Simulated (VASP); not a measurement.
Given:

```
CELL_PARAMETERS angstrom
      3.27219     0.00000     0.00000
     -1.63610     2.83380     0.00000
      0.00000     0.00000    16.73723
ATOMIC_POSITIONS crystal
  W  0.00000 0.00000 0.00000
  Se 0.33333 0.66667 0.10008
  Se 0.33333 0.66667 0.89992
```

All values below come from PBEsol GGA with spin-orbit coupling, VASP's PBE PAW potentials (set 64) (plane waves; VASP 6.6.1). Numerical set-up: 400 eV cut-off, 7×7×2 Γ-centred mesh, Gaussian smearing of 0.050 eV, potentials W_sv Se.

The cell holds a wide vacuum, so values per volume refer to the whole cell. The path is coarsely sampled, so an indirect gap can come out somewhat too large.

Q: What does the run give for the energy per atom (σ→0), band gap (over mesh and band path) with the smallest direct gap where there is one?

A: 
```
Quantity                                               Result
---------------------------------------------  --------------
band gap (over mesh and band path)                    1.34 eV
smallest direct gap (over mesh and band path)         1.39 eV
energy per atom (σ→0)                          -8.017 eV/atom
```

Total energies compare only between runs with the same potentials, cut-off and functional.

The cell is a sheet with vacuum, built from a database entry that may be metastable or hypothetical.
